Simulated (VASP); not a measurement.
OSZICAR of a VASP run on Sr (fcc):

OSZICAR:
```
       N       E                     dE             d eps       ncg     rms          rms(c)
DAV:   1     0.266918569498E+02    0.26692E+02   -0.45476E+03   360   0.897E+02
DAV:   2    -0.144117450762E+02   -0.41104E+02   -0.40688E+02   391   0.172E+02
DAV:   3    -0.209362002428E+02   -0.65245E+01   -0.59099E+01   616   0.397E+01
DAV:   4    -0.211656624717E+02   -0.22946E+00   -0.22915E+00   531   0.724E+00
DAV:   5    -0.211718258463E+02   -0.61634E-02   -0.61544E-02   509   0.101E+00    0.530E+01
DAV:   6    -0.328665547146E+01    0.17885E+02   -0.39522E+02   381   0.977E+01    0.267E+01
DAV:   7    -0.649842875450E+01   -0.32118E+01   -0.51024E+00   409   0.196E+01    0.309E+01
DAV:   8    -0.144958868046E+02   -0.79975E+01   -0.19702E+00   502   0.194E+01    0.416E+01
DAV:   9    -0.129018860970E+02    0.15940E+01   -0.95542E-02   412   0.452E+00    0.356E+01
DAV:  10    -0.323996472001E+01    0.96619E+01   -0.30891E+00   366   0.302E+01    0.778E+00
DAV:  11    -0.233854159521E+01    0.90142E+00   -0.46380E-01   438   0.772E+00    0.768E+00
DAV:  12    -0.238318629149E+01   -0.44645E-01   -0.79181E-02   365   0.388E+00    0.791E+00
DAV:  13    -0.242738189510E+01   -0.44196E-01   -0.10326E-02   427   0.123E+00    0.819E+00
DAV:  14    -0.362211535371E+00    0.20652E+01   -0.24451E+00   525   0.178E+01    0.625E+00
DAV:  15    -0.181130882525E+01   -0.14491E+01   -0.11327E+00   511   0.938E+00    0.761E+00
DAV:  16    -0.239509919229E+01   -0.58379E+00   -0.27560E-01   482   0.316E+00    0.106E+01
DAV:  17    -0.229868833881E+01    0.96411E-01   -0.34512E-01   569   0.467E+00    0.134E+01
DAV:  18    -0.239174175961E+01   -0.93053E-01   -0.59793E-01   542   0.518E+00    0.935E+00
DAV:  19    -0.241006708048E+01   -0.18325E-01   -0.70822E-02   556   0.202E+00    0.855E+00
DAV:  20    -0.262915258195E+01   -0.21909E+00   -0.11758E-01   546   0.354E+00    0.810E+00
DAV:  21    -0.246981830849E+01    0.15933E+00   -0.69274E-02   534   0.248E+00    0.634E+00
DAV:  22    -0.231385571175E+01    0.15596E+00   -0.24172E-01   530   0.465E+00    0.372E+00
DAV:  23    -0.212197228016E+01    0.19188E+00   -0.20518E-01   362   0.544E+00    0.328E+00
DAV:  24    -0.213677790322E+01   -0.14806E-01   -0.19242E-02   459   0.187E+00    0.389E+00
DAV:  25    -0.197502642600E+01    0.16175E+00   -0.15532E-01   383   0.443E+00    0.413E+00
DAV:  26    -0.197149573451E+01    0.35307E-02   -0.56875E-03   525   0.583E-01    0.432E+00
DAV:  27    -0.195946520385E+01    0.12031E-01   -0.87005E-03   364   0.157E+00    0.363E+00
DAV:  28    -0.209472959463E+01   -0.13526E+00   -0.11231E-01   360   0.356E+00    0.185E+00
DAV:  29    -0.216642202750E+01   -0.71692E-01   -0.14983E-01   382   0.339E+00    0.123E+00
DAV:  30    -0.216901225952E+01   -0.25902E-02   -0.44553E-03   448   0.775E-01    0.138E+00
DAV:  31    -0.216779580134E+01    0.12165E-02   -0.86103E-04   572   0.284E-01    0.157E+00
DAV:  32    -0.217248522240E+01   -0.46894E-02   -0.22575E-02   381   0.734E-01    0.134E+00
DAV:  33    -0.217335634329E+01   -0.87112E-03   -0.34603E-03   362   0.542E-01    0.146E+00
DAV:  34    -0.216822841457E+01    0.51279E-02   -0.20887E-02   380   0.662E-01    0.136E+00
DAV:  35    -0.216982427768E+01   -0.15959E-02   -0.84565E-04   364   0.442E-01    0.122E+00
DAV:  36    -0.216787255310E+01    0.19517E-02   -0.40333E-03   362   0.281E-01    0.131E+00
DAV:  37    -0.216905213497E+01   -0.11796E-02   -0.10366E-03   362   0.246E-01    0.129E+00
DAV:  38    -0.216967375975E+01   -0.62162E-03   -0.48698E-04   363   0.156E-01    0.115E+00
DAV:  39    -0.217256126211E+01   -0.28875E-02   -0.74685E-03   381   0.378E-01    0.773E-01
DAV:  40    -0.217329686363E+01   -0.73560E-03   -0.76357E-04   464   0.140E-01    0.480E-01
DAV:  41    -0.217342320109E+01   -0.12634E-03   -0.10775E-04   424   0.114E-01    0.272E-01
DAV:  42    -0.217476025497E+01   -0.13371E-02   -0.26220E-03   382   0.254E-01    0.784E-02
DAV:  43    -0.217528841009E+01   -0.52816E-03   -0.42463E-04   463   0.133E-01    0.819E-02
DAV:  44    -0.217536861524E+01   -0.80205E-04   -0.30150E-05   577   0.474E-02    0.921E-02
DAV:  45    -0.217547044022E+01   -0.10182E-03   -0.17157E-05   384   0.504E-02    0.133E-01
DAV:  46    -0.217563107796E+01   -0.16064E-03   -0.66999E-05   362   0.610E-02    0.117E-01
DAV:  47    -0.217576810250E+01   -0.13702E-03   -0.29983E-05   420   0.408E-02    0.117E-01
DAV:  48    -0.217572504800E+01    0.43055E-04   -0.72304E-06   365   0.231E-02    0.126E-01
DAV:  49    -0.217622457403E+01   -0.49953E-03   -0.47695E-04   380   0.163E-01    0.102E-01
DAV:  50    -0.217708953385E+01   -0.86496E-03   -0.26185E-03   378   0.413E-01    0.739E-02
DAV:  51    -0.217751502328E+01   -0.42549E-03   -0.19774E-03   367   0.408E-01    0.690E-02
DAV:  52    -0.217759519204E+01   -0.80169E-04   -0.41433E-04   492   0.206E-01    0.654E-02
DAV:  53    -0.217761054934E+01   -0.15357E-04   -0.11701E-04   438   0.119E-01    0.215E-02
DAV:  54    -0.217761319058E+01   -0.26412E-05   -0.18465E-05   511   0.457E-02    0.940E-03
DAV:  55    -0.217761561259E+01   -0.24220E-05   -0.33014E-06   365   0.245E-02    0.453E-03
DAV:  56    -0.217761669790E+01   -0.10853E-05   -0.14895E-05   360   0.369E-02    0.891E-03
DAV:  57    -0.217761642553E+01    0.27237E-06   -0.10807E-06   385   0.147E-02
   1 F= -.21776164E+01 E0= -.21756840E+01  d E =-.217762E+01
       N       E                     dE             d eps       ncg     rms          rms(c)
DAV:   1    -0.217838013081E+01   -0.76343E-03   -0.26858E-02   364   0.146E+00    0.190E-01
DAV:   2    -0.217787440390E+01    0.50573E-03   -0.21409E-03   379   0.474E-01    0.859E-02
DAV:   3    -0.217766564843E+01    0.20876E-03   -0.90113E-04   462   0.286E-01    0.788E-02
DAV:   4    -0.217770600725E+01   -0.40359E-04   -0.19529E-04   487   0.117E-01    0.363E-02
DAV:   5    -0.217767114943E+01    0.34858E-04   -0.10618E-04   522   0.104E-01    0.274E-02
DAV:   6    -0.217768687566E+01   -0.15726E-04   -0.34096E-04   488   0.182E-01    0.237E-02
DAV:   7    -0.217768939480E+01   -0.25191E-05   -0.26061E-05   442   0.361E-02    0.263E-02
DAV:   8    -0.217769606489E+01   -0.66701E-05   -0.31887E-06   364   0.227E-02    0.261E-02
DAV:   9    -0.217769703331E+01   -0.96842E-06   -0.38297E-07   196   0.711E-03
   2 F= -.21776970E+01 E0= -.21757396E+01  d E =-.806078E-04
       N       E                     dE             d eps       ncg     rms          rms(c)
DAV:   1    -0.217773138529E+01   -0.35320E-04   -0.41557E-04   360   0.187E-01    0.505E-02
DAV:   2    -0.217768557145E+01    0.45814E-04   -0.18352E-04   360   0.136E-01    0.267E-02
DAV:   3    -0.217767446107E+01    0.11110E-04   -0.34460E-04   360   0.180E-01    0.447E-02
DAV:   4    -0.217768343146E+01   -0.89704E-05   -0.13732E-05   376   0.389E-02    0.370E-02
DAV:   5    -0.217769416690E+01   -0.10735E-04   -0.12658E-04   360   0.100E-01    0.134E-02
DAV:   6    -0.217768876081E+01    0.54061E-05   -0.74113E-05   362   0.762E-02    0.322E-02
DAV:   7    -0.217769537813E+01   -0.66173E-05   -0.75804E-05   360   0.888E-02    0.461E-03
DAV:   8    -0.217769551701E+01   -0.13888E-06   -0.61641E-07   232   0.681E-03
   3 F= -.21776955E+01 E0= -.21757434E+01  d E =-.790915E-04
       N       E                     dE             d eps       ncg     rms          rms(c)
DAV:   1    -0.217770344959E+01   -0.80715E-05   -0.13086E-04   365   0.104E-01    0.138E-02
DAV:   2    -0.217770119382E+01    0.22558E-05   -0.97704E-06   364   0.317E-02    0.727E-03
DAV:   3    -0.217770050305E+01    0.69077E-06   -0.71162E-06   408   0.271E-02
   4 F= -.21777005E+01 E0= -.21757473E+01  d E =-.840775E-04
       N       E                     dE             d eps       ncg     rms          rms(c)
DAV:   1    -0.217770307592E+01   -0.18821E-05   -0.26034E-05   362   0.462E-02    0.620E-03
DAV:   2    -0.217770272386E+01    0.35206E-06   -0.17739E-06   357   0.136E-02
   5 F= -.21777027E+01 E0= -.21757486E+01  d E =-.862983E-04
       N       E                     dE             d eps       ncg     rms          rms(c)
DAV:   1    -0.217791568082E+01   -0.21260E-03   -0.75857E-03   364   0.778E-01    0.992E-02
DAV:   2    -0.217777484887E+01    0.14083E-03   -0.60485E-04   379   0.250E-01    0.453E-02
DAV:   3    -0.217771418221E+01    0.60667E-04   -0.25740E-04   470   0.153E-01    0.429E-02
DAV:   4    -0.217772655767E+01   -0.12375E-04   -0.51031E-05   495   0.576E-02    0.215E-02
DAV:   5    -0.217771632757E+01    0.10230E-04   -0.24062E-05   514   0.473E-02    0.152E-02
DAV:   6    -0.217771919864E+01   -0.28711E-05   -0.10130E-04   456   0.963E-02    0.129E-02
DAV:   7    -0.217772093777E+01   -0.17391E-05   -0.86185E-06   430   0.251E-02    0.130E-02
DAV:   8    -0.217772048761E+01    0.45015E-06   -0.10182E-06   363   0.908E-03
   6 F= -.21777205E+01 E0= -.21757562E+01  d E =-.177637E-04
```

Which electronic solver shows in the log?

It is blocked Davidson (ALGO = Normal, or the opening steps of other solvers). The INCAR had ALGO = Normal.

Can the final energy be trusted as converged?

The calculation finished and met its thresholds. It stopped with EDIFF = 1E-6, NELM = 100, NSW = 60 and EDIFFG = -0.01 after 6 ionic steps (MS2 meta-GGA, plane waves, VASP's PBE PAW potentials (set 64)).

The compound is Sr in the fcc structure. This run relaxes it. Symmetry was kept, so distortions that lower it aren't found. The start is the result of an earlier pass.
